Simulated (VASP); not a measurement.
## Lattice vibrations of Tm

Aim: the phonon dispersion and thermal properties of Tm. The start is a cell from a database of measured crystal structures.

Method: PBEsol, 4f electrons in the core; plane waves and PAW (Tm_3), in VASP 6.6.1.

## 1. The structure

Symmetry: P6_3/mmc, No. 194, hexagonal system. The conventional cell has a = 3.538 Å, b = 3.538 Å, c = 5.555 Å, α = 90.00°, β = 90.00°, γ = 120.00°. Tm has 12 Tm at 3.45 to 3.54 Å nearest.

As a file:

```xyz
2
Lattice="3.5375 0.0000 0.0000 -1.7688 3.0636 0.0000 0.0000 0.0000 5.5546" Properties=species:S:1:pos:R:3 pbc="T T T"
Tm    1.7688    1.0212    4.1659
Tm    0.0000    2.0424    1.3886
```

## 2. Relax the host

Cell and atoms are relaxed first, so that later runs start from this functional's own cell.

Input file INCAR:

```
SYSTEM = Tm
PREC = Accurate
ENCUT = 350
EDIFF = 1E-06
NELM = 120
ISMEAR = 1
SIGMA = 0.15
LREAL = .FALSE.
ALGO = Normal
GGA = PS
NBANDS = 15
LASPH = .TRUE.
LORBIT = 11
LWAVE = .FALSE.
LCHARG = .FALSE.
KPAR = 4
IBRION = 2
NSW = 40
ISIF = 3
EDIFFG = -0.02
POTIM = 0.4
```

Input file POSCAR:

```
Tm
1.0
    3.5375000000      0.0000000000      0.0000000000
   -1.7687500000      3.0635648659      0.0000000000
    0.0000000000      0.0000000000      5.5546000000
Tm
2
Direct
    0.6666666667      0.3333333333      0.7500000000
    0.3333333333      0.6666666667      0.2500000000
```

Input file KPOINTS:

```
Automatic mesh
0
Gamma
11 11 6
0 0 0
```

The projector-augmented-wave data sets are Tm_3 (PBE family, release 64).

Started as:

```
mpirun -np 4 vasp_std
```

The program printed:

```text
[banner, memory and clock lines left out]
running    4 mpi-ranks, on    1 nodes
 distrk:  each k-point on    1 cores,    4 groups
 distr:  one band on    1 cores,    1 groups

 POSCAR found type information on POSCAR Tm
 POSCAR found :  1 types and       2 ions
|                                                                             |
|               ----> ADVICE to this user running VASP <----                  |
|                                                                             |
|     You enforced a specific xc type in the INCAR file but a different       |
|     [... a line on the potential file left out ...]
|     I HOPE YOU KNOW WHAT YOU ARE DOING!                                     |
|                                                                             |

 LDA part: xc-table for (Slater+PW92), standard interpolation
 POSCAR, INCAR and KPOINTS ok, starting setup
 FFT: planning ... GRIDC
 FFT: planning ... GRID_SOFT
 FFT: planning ... GRID
 WAVECAR not read
 entering main loop
       N       E                     dE             d eps       ncg     rms          rms(c)
DAV:   1     0.481573103134E+02    0.48157E+02   -0.68705E+03  1944   0.866E+02
DAV:   2    -0.676360446551E+01   -0.54921E+02   -0.53513E+02  2053   0.292E+02
DAV:   3    -0.972916303347E+01   -0.29656E+01   -0.27455E+01  3181   0.445E+01
DAV:   4    -0.977898137362E+01   -0.49818E-01   -0.49652E-01  2715   0.552E+00
DAV:   5    -0.978041180038E+01   -0.14304E-02   -0.14299E-02  3055   0.771E-01    0.236E+01
DAV:   6    -0.977149977830E+01    0.89120E-02   -0.33077E-02  3091   0.176E+00    0.140E+01
DAV:   7    -0.978119165388E+01   -0.96919E-02   -0.60454E-02  3101   0.235E+00    0.349E-01
DAV:   8    -0.978077085892E+01    0.42079E-03   -0.35138E-03  2768   0.491E-01    0.646E-02
DAV:   9    -0.978077973986E+01   -0.88809E-05   -0.25942E-04  3215   0.148E-01    0.266E-02
DAV:  10    -0.978077455521E+01    0.51847E-05   -0.17717E-05  2895   0.334E-02    0.262E-02
DAV:  11    -0.978077457212E+01   -0.16917E-07   -0.11250E-06  2053   0.111E-02
   1 F= -.97807746E+01 E0= -.97823147E+01  d E =-.978077E+01
 curvature:   0.00 expect dE= 0.000E+00 dE for cont linesearch  0.000E+00
 trial: gam= 0.00000 g(F)=  0.555E-48 g(S)=  0.393E-01 ort = 0.000E+00 (trialstep = 0.100E+01)
 search vector abs. value=  0.393E-01
 bond charge predicted
       N       E                     dE             d eps       ncg     rms          rms(c)
DAV:   1    -0.993399805568E+01   -0.15322E+00   -0.27546E+00  1998   0.174E+01    0.241E+00
DAV:   2    -0.984698297568E+01    0.87015E-01   -0.25798E-01  2473   0.524E+00    0.108E+00
DAV:   3    -0.980186252496E+01    0.45120E-01   -0.86362E-02  3041   0.281E+00    0.391E-01
DAV:   4    -0.980171962279E+01    0.14290E-03   -0.53711E-03  2837   0.660E-01    0.287E-01
DAV:   5    -0.980196337392E+01   -0.24375E-03   -0.80698E-04  2792   0.252E-01    0.228E-02
DAV:   6    -0.980195031866E+01    0.13055E-04   -0.54575E-05  3251   0.623E-02    0.119E-02
DAV:   7    -0.980194577170E+01    0.45470E-05   -0.46489E-06  2501   0.177E-02    0.185E-03
DAV:   8    -0.980194540401E+01    0.36769E-06   -0.32822E-07  1709   0.821E-03
   2 F= -.98019454E+01 E0= -.98037614E+01  d E =-.211708E-01
[...]
3 F= -.98020058E+01 E0= -.98038405E+01  d E =-.212312E-01
[...]
4 F= -.98026113E+01 E0= -.98045451E+01  d E =-.605508E-03
 trial-energy change:   -0.000606  1 .order   -0.000607   -0.000800   -0.000413
 step:   2.0921(harm=  2.0921)  dis= 0.00000  next Energy=    -9.802833 (dE=-0.828E-03)
 bond charge predicted
       N       E                     dE             d eps       ncg     rms          rms(c)
DAV:   1    -0.980390116892E+01   -0.12894E-02   -0.49562E-02  2165   0.154E+00    0.174E-01
DAV:   2    -0.980319581228E+01    0.70536E-03   -0.20454E-03  3024   0.544E-01    0.998E-02
DAV:   3    -0.980281367296E+01    0.38214E-03   -0.38687E-04  3159   0.178E-01    0.446E-02
DAV:   4    -0.980281381117E+01   -0.13822E-06   -0.62403E-05  2769   0.561E-02    0.196E-02
DAV:   5    -0.980281339261E+01    0.41856E-06   -0.21065E-06  2094   0.147E-02
   5 F= -.98028134E+01 E0= -.98048379E+01  d E =-.807614E-03
 curvature:  -1.07 expect dE=-0.115E-05 dE for cont linesearch -0.668E-06
 trial: gam= 0.00000 g(F)=  0.450E-48 g(S)=  0.108E-05 ort =-0.225E-04 (trialstep = 0.123E+01)
 search vector abs. value=  0.108E-05
 reached required accuracy - stopping structural energy minimisation
```

It took 12 s on 4 MPI ranks of Intel Xeon 6975P-C (Granite Rapids), shared host; peak memory 0.68 GiB.

The logs omit lines about the potential files and the build; timing stands in the text.

OUTCAR, selected parts (step 2):

```text
ion  position               nearest neighbor table
   1  0.667  0.333  0.750-   2 3.45   2 3.45   2 3.45   2 3.45   2 3.45   2 3.45
   2  0.333  0.667  0.250-   1 3.45   1 3.45   1 3.45   1 3.45   1 3.45   1 3.45

  LATTYP: Found a hexagonal cell.
 ALAT       =     3.5375000000
 C/A-ratio  =     1.5702049470

 Subroutine GETGRP returns: Found 24 space group operations
 (whereof 12 operations were pure point group operations)

The static configuration has the point symmetry D_3d.
 The point group associated with its full space group is D_6h.

 Found     64 irreducible k-points:

   k-points           NKPTS =     64   k-points in BZ     NKDIM =     64   number of bands    NBANDS=     15

   dimension x,y,z NGX =    24 NGY =   24 NGZ =   36
   dimension x,y,z NGXF=    48 NGYF=   48 NGZF=   72

   ENCUT  =  350.0 eV  25.72 Ry    5.07 a.u.   5.40  5.40  8.47*2*pi/ulx,y,z

   NELECT =      18.0000    total number of electrons

 k-points in reciprocal lattice and weights: Automatic mesh
   0.00000000  0.00000000  0.00000000       0.001
   0.09090909 -0.00000000  0.00000000       0.008
   0.18181818  0.00000000  0.00000000       0.008
   0.27272727  0.00000000  0.00000000       0.008
   0.36363636  0.00000000  0.00000000       0.008
   0.45454545  0.00000000  0.00000000       0.008
   0.09090909  0.09090909  0.00000000       0.008
   0.18181818  0.09090909  0.00000000       0.017
   0.27272727  0.09090909  0.00000000       0.017
[...]
0.27272727  0.27272727  0.50000000       0.008
   0.36363636  0.27272727  0.50000000       0.008

 average (electrostatic) potential at core
       1 -33.1280       2 -33.1280

 E-fermi :   2.9929

 k-point     1 :       0.0000    0.0000    0.0000
  band No.  band energies     occupation
    ...
      4     -21.8998      2.00000
      5     -21.8998      2.00000
      6     -21.8414      2.00000
      7      -2.8091      2.00000
      8       0.6144      2.00000
      9       4.2057     -0.00000
     10       5.0251     -0.00000
     11       5.0251     -0.00000
     12       5.5943     -0.00000
     13       5.8260     -0.00000
    ...

 k-point     2 :       0.0909   -0.0000    0.0000
  band No.  band energies     occupation
    ...
      4     -21.9361      2.00000
      5     -21.9038      2.00000
      6     -21.8506      2.00000
      7      -2.6026      2.00000
      8       0.8157      2.00000
      9       3.9842     -0.00000
     10       4.5437     -0.00000
     11       5.2215     -0.00000
     12       5.5668     -0.00000
     13       5.9495     -0.00000
    ...

 k-point     3 :       0.1818    0.0000    0.0000
  band No.  band energies     occupation
    ...
      4     -22.0305      2.00000
      5     -21.9156      2.00000
      6     -21.8781      2.00000
      7      -2.0153      2.00000
      8       1.3443      2.00000
      9       3.4431     -0.00019
     10       3.8190     -0.00000
     11       5.0326     -0.00000
     12       5.5400     -0.00000
     13       5.6204     -0.00000
    ...

  Total        0.0000888      0.0000888      0.0074658      0.0000000      0.0000000      0.0000000
  in kB        0.0024812      0.0024812      0.2086221      0.0000000      0.0000000      0.0000000
  external PRESSURE =       0.0711948 kB  Pullay stress =       0.0000000 kB

  energy-cutoff  :      350.00
  volume of cell :       57.34
      direct lattice vectors                 reciprocal lattice vectors
     3.501163940  0.000000000 -0.000000000     0.285619302  0.164902381  0.000000000
    -1.750581970  3.032096915 -0.000000000     0.000000000  0.329804762  0.000000000
     0.000000000 -0.000000000  5.400953393     0.000000000  0.000000000  0.185152496

 POSITION                                       TOTAL-FORCE (eV/Angst)
 -----------------------------------------------------------------------------------
      1.75058      1.01070      4.05072        -0.000000      0.000000      0.000000
     -0.00000      2.02140      1.35024         0.000000     -0.000000     -0.000000
 -----------------------------------------------------------------------------------
    total drift:                               -0.000000      0.000000     -0.000000

  FREE ENERGIE OF THE ION-ELECTRON SYSTEM (eV)
  ---------------------------------------------------
  free  energy   TOTEN  =        -9.8028133926 eV

  energy  without entropy=       -9.8088870600  energy(sigma->0) =       -9.80483795

 reached required accuracy - stopping structural energy minimisation

 total charge
# of ion       s       p       d       tot
------------------------------------------
    1        0.568   6.599   1.132   8.300
    2        0.568   6.599   1.132   8.300
--------------------------------------------------
tot          1.137  13.198   2.264  16.599

[... 3 further parts left out ...]
```

The data set Tm_3 holds the 4f electrons frozen in the core, so no f bands or f moments appear. The k-mesh is coarse for a metal. The PAW data sets were made with PBE, which is usual practice but a small mismatch for other functionals. The run keeps the 24 symmetry operations of its start, so it cannot find a distortion of lower symmetry.

Step by step:

```
step  energy less that of the first step (eV)  largest force (eV/Å)  pressure (GPa)  volume (Å³)
   1                                   0.0000                0.0000           -2.14        60.20
   2                                  -0.0212                0.0000           -0.06        57.43
   3                                  -0.0212                0.0000            0.07        57.28
   4                                  -0.0218                0.0000            0.04        57.31
   5                                  -0.0220                0.0000            0.01        57.34
```

```
conventional cell, symmetrised  before  after  change
                         a (Å)   3.538  3.501  -1.0 %
                         b (Å)   3.538  3.501  -1.0 %
                         c (Å)   5.555  5.401  -2.8 %
              volume (Å³/atom)   30.10  28.67  -4.8 %
```

Final coordinates:

```xyz
2
Lattice="3.5012 0.0000 0.0000 -1.7506 3.0321 0.0000 0.0000 0.0000 5.4010" Properties=species:S:1:pos:R:3 pbc="T T T"
Tm    1.7506    1.0107    4.0507
Tm    0.0000    2.0214    1.3502
```

This step gave:

```yaml
electronic_cycles: 35
electrons: 18
free_energy_toten: -9.803 eV
energy_at_zero_smearing: -9.805 eV
fermi_energy: 2.993 eV
pressure: 0.007119 GPa
labelled_metallic_from_the_levels_on_this_mesh: yes
```

The run ended after 5 ionic steps, 0.022 eV below its first step, once forces and stress met EDIFFG = -0.02.

## 3. Tight relaxation

Force constants are second derivatives, so residual forces and stress must first be far smaller than in an ordinary relaxation. Smearing differs from the relaxation before, which can move the cell too.

Input file INCAR:

```
SYSTEM = Tm
PREC = Accurate
ENCUT = 350
EDIFF = 1E-08
NELM = 120
ISMEAR = 1
SIGMA = 0.2
LREAL = .FALSE.
ALGO = Fast
GGA = PS
NBANDS = 15
LASPH = .TRUE.
LORBIT = 11
LWAVE = .FALSE.
LCHARG = .FALSE.
KPAR = 4
IBRION = 1
NSW = 30
ISIF = 3
EDIFFG = -0.002
POTIM = 0.4
```

Input file POSCAR:

```
Tm
1.0
    3.5011639404      0.0000000000      0.0000000000
   -1.7505819702      3.0320969152      0.0000000000
    0.0000000000      0.0000000000      5.4009533926
Tm
2
Direct
    0.6666666667      0.3333333333      0.7500000000
    0.3333333333      0.6666666667      0.2500000000
```

KPOINTS is that of step 2.

Started as:

```
mpirun -np 4 vasp_std
```

The program printed:

```text
[banner, memory and clock lines left out]
running    4 mpi-ranks, on    1 nodes
 distrk:  each k-point on    1 cores,    4 groups
 distr:  one band on    1 cores,    1 groups

 POSCAR found type information on POSCAR Tm
 POSCAR found :  1 types and       2 ions
 [... a notice as in an earlier step ...]

 LDA part: xc-table for (Slater+PW92), standard interpolation
 POSCAR, INCAR and KPOINTS ok, starting setup
 FFT: planning ... GRIDC
 FFT: planning ... GRID_SOFT
 FFT: planning ... GRID
 WAVECAR not read
 entering main loop
       N       E                     dE             d eps       ncg     rms          rms(c)
DAV:   1     0.507678631853E+02    0.50768E+02   -0.68052E+03  1960   0.870E+02
DAV:   2    -0.650944077412E+01   -0.57277E+02   -0.55766E+02  2011   0.299E+02
DAV:   3    -0.973798618344E+01   -0.32285E+01   -0.29941E+01  3181   0.462E+01
DAV:   4    -0.978619435774E+01   -0.48208E-01   -0.47998E-01  2814   0.542E+00
DAV:   5    -0.978736387368E+01   -0.11695E-02   -0.11693E-02  3015   0.743E-01    0.245E+01
RMM:   6    -0.978626825442E+01    0.10956E-02   -0.20659E-02  1987   0.163E+00    0.146E+01
RMM:   7    -0.980124314689E+01   -0.14975E-01   -0.94599E-02  2236   0.243E+00    0.413E-01
RMM:   8    -0.980094428552E+01    0.29886E-03   -0.60283E-03  2408   0.688E-01    0.140E-01
RMM:   9    -0.980079849643E+01    0.14579E-03   -0.87341E-04  2329   0.291E-01    0.253E-02
RMM:  10    -0.980080897658E+01   -0.10480E-04   -0.25590E-04  2645   0.145E-01    0.121E-02
RMM:  11    -0.980081061888E+01   -0.16423E-05   -0.22871E-05  2442   0.381E-02    0.403E-03
RMM:  12    -0.980081097596E+01   -0.35707E-06   -0.42365E-06  2670   0.183E-02    0.890E-04
RMM:  13    -0.980081095744E+01    0.18517E-07   -0.69636E-07  2338   0.556E-03    0.503E-04
RMM:  14    -0.980081097656E+01   -0.19119E-07   -0.13799E-07  2024   0.276E-03    0.168E-04
RMM:  15    -0.980081097379E+01    0.27733E-08   -0.33347E-08  1667   0.185E-03
   1 F= -.98008110E+01 E0= -.98028288E+01  d E =-.980081E+01
 BRION: g(F)=  0.450E-48 g(S)=  0.251E-04
 bond charge predicted
       N       E                     dE             d eps       ncg     rms          rms(c)
DAV:   1    -0.980086859086E+01   -0.57614E-04   -0.13878E-03  2765   0.314E-01    0.388E-02
RMM:   2    -0.980084182345E+01    0.26767E-04   -0.61899E-05  2237   0.927E-02    0.196E-02
RMM:   3    -0.980082785423E+01    0.13969E-04   -0.30717E-05  2170   0.476E-02    0.762E-03
RMM:   4    -0.980082853458E+01   -0.68035E-06   -0.89542E-06  2600   0.222E-02    0.425E-03
RMM:   5    -0.980082861654E+01   -0.81965E-07   -0.10031E-06  2336   0.644E-03    0.144E-03
RMM:   6    -0.980082864396E+01   -0.27421E-07   -0.19374E-07  2056   0.337E-03    0.844E-04
RMM:   7    -0.980082865973E+01   -0.15772E-07   -0.27379E-08  1579   0.135E-03    0.272E-04
RMM:   8    -0.980082866386E+01   -0.41307E-08   -0.58367E-09  1333   0.107E-03
   2 F= -.98008287E+01 E0= -.98028153E+01  d E =-.176901E-04
 BRION: g(F)=  0.132E-49 g(S)=  0.527E-05 retain N=  1 mean eig= 1.56
 eig:   1.562
 bond charge predicted
       N       E                     dE             d eps       ncg     rms          rms(c)
DAV:   1    -0.980084858014E+01   -0.19920E-04   -0.67302E-04  2683   0.179E-01    0.195E-02
RMM:   2    -0.980083799771E+01    0.10582E-04   -0.18612E-05  2331   0.576E-02    0.111E-02
RMM:   3    -0.980083362303E+01    0.43747E-05   -0.92124E-06  2329   0.229E-02    0.533E-03
RMM:   4    -0.980083383026E+01   -0.20723E-06   -0.17804E-06  2675   0.128E-02    0.160E-03
RMM:   5    -0.980083385736E+01   -0.27100E-07   -0.15400E-07  2230   0.303E-03    0.202E-04
RMM:   6    -0.980083385257E+01    0.47883E-08   -0.24694E-08  1559   0.167E-03
   3 F= -.98008339E+01 E0= -.98028016E+01  d E =-.518871E-05
 BRION: g(F)=  0.933E-49 g(S)=  0.334E-06 retain N=  2 mean eig= 4.16
 eig:   1.746  6.564
 reached required accuracy - stopping structural energy minimisation
```

Elapsed: 9.6 s, on 4 MPI ranks; peak memory 0.65 GiB; 36 s of CPU time.

OUTCAR, selected parts (step 3):

```text
  LATTYP: Found a hexagonal cell.
 ALAT       =     3.5011639404
 C/A-ratio  =     1.5426165368

 Found     64 irreducible k-points:

   ENCUT  =  350.0 eV  25.72 Ry    5.07 a.u.   5.34  5.34  8.24*2*pi/ulx,y,z

   NELECT =      18.0000    total number of electrons

 E-fermi :   2.9851

 k-point     1 :       0.0000    0.0000    0.0000
  band No.  band energies     occupation
    ...
      4     -21.9035      2.00000
      5     -21.9035      2.00000
      6     -21.8474      2.00000
      7      -2.8107      2.00000
      8       0.6102      2.00000
      9       4.1898     -0.00000
     10       5.0252     -0.00000
     11       5.0252     -0.00000
     12       5.5793     -0.00000
     13       5.8226     -0.00000
    ...

 k-point     2 :       0.0909   -0.0000    0.0000
  band No.  band energies     occupation
    ...
      4     -21.9399      2.00000
      5     -21.9076      2.00000
      6     -21.8565      2.00000
      7      -2.6041      2.00000
      8       0.8120      2.00000
      9       3.9698     -0.00000
     10       4.5430     -0.00000
     11       5.2218     -0.00000
     12       5.5626     -0.00000
     13       5.9354     -0.00000
    ...

  Total       -0.0015908     -0.0015908      0.0035022      0.0000000     -0.0000000      0.0000000
  in kB       -0.0444257     -0.0444257      0.0978066      0.0000000     -0.0000000      0.0000000
  external PRESSURE =       0.0029851 kB  Pullay stress =       0.0000000 kB

  energy-cutoff  :      350.00
  volume of cell :       57.37
      direct lattice vectors                 reciprocal lattice vectors
     3.500281006 -0.000000000  0.000000000     0.285691348  0.164943977  0.000000000
    -1.750140503  3.031332272  0.000000000     0.000000000  0.329887954  0.000000000
     0.000000000 -0.000000000  5.406913057    -0.000000000 -0.000000000  0.184948415

 POSITION                                       TOTAL-FORCE (eV/Angst)
 -----------------------------------------------------------------------------------
      1.75014      1.01044      4.05518         0.000000     -0.000000      0.000000
     -0.00000      2.02089      1.35173        -0.000000      0.000000      0.000000
 -----------------------------------------------------------------------------------
    total drift:                               -0.000000      0.000000     -0.000000

  FREE ENERGIE OF THE ION-ELECTRON SYSTEM (eV)
  ---------------------------------------------------
  free  energy   TOTEN  =        -9.8008338526 eV

  energy  without entropy=       -9.8067369575  energy(sigma->0) =       -9.80280155

 total charge
# of ion       s       p       d       tot
------------------------------------------
    1        0.568   6.600   1.130   8.298
    2        0.568   6.600   1.130   8.298
--------------------------------------------------
tot          1.137  13.199   2.261  16.597

[... 5 parts as in an earlier step ...]

[... 7 further parts left out ...]
```

CONTCAR:

```
Tm
   1.00000000000000
     3.5002810062662890   -0.0000000000000000    0.0000000000000000
    -1.7501405031331445    3.0313322718103382    0.0000000000000000
     0.0000000000000000   -0.0000000000000000    5.4069130566750303
  Tm
     2
Direct
     0.6666666667000030    0.3333333332999970    0.7500000000000000
     0.3333333332999970    0.6666666667000030    0.2500000000000000
```

The steps of the relaxation:

```
step  energy less that of the first step (eV)  largest force (eV/Å)  pressure (GPa)  volume (Å³)
   1                                   0.0000                0.0000            0.03        57.34
   2                                   0.0000                0.0000            0.00        57.37
   3                                   0.0000                0.0000            0.00        57.37
```

```
conventional cell, symmetrised  before  after  change
                         a (Å)   3.501  3.500  -0.0 %
                         b (Å)   3.501  3.500  -0.0 %
                         c (Å)   5.401  5.407  +0.1 %
              volume (Å³/atom)   28.67  28.69  +0.1 %
```

Final coordinates:

```xyz
2
Lattice="3.5003 0.0000 0.0000 -1.7501 3.0313 0.0000 0.0000 0.0000 5.4069" Properties=species:S:1:pos:R:3 pbc="T T T"
Tm    1.7501    1.0104    4.0552
Tm    0.0000    2.0209    1.3517
```

This step gave:

* electronic cycles: 29
* free energy (TOTEN): -9.801 eV
* energy at zero smearing: -9.803 eV
* Fermi energy: 2.985 eV
* pressure: 2.99e-4 GPa

The run ended after 3 ionic steps, 0.000 eV below its first step, once forces and stress met EDIFFG = -0.002.

(Continued in part 2 of 3.)

[Lines on the potential files, build, host, timing and source positions are cut from VASP's logs without a mark.]

[Logs are printed without paths, hosts, clocks, repeated set-up lines and the standing remarks that a program may print on its own settings, such as how far it seeks lower states.]

[Hosts, paths, dates, database ids (printed as entryN), source tags and the programs' standing remarks are cut or masked in the printed files.]

[Runs that stopped without an error message from VASP are left out.]
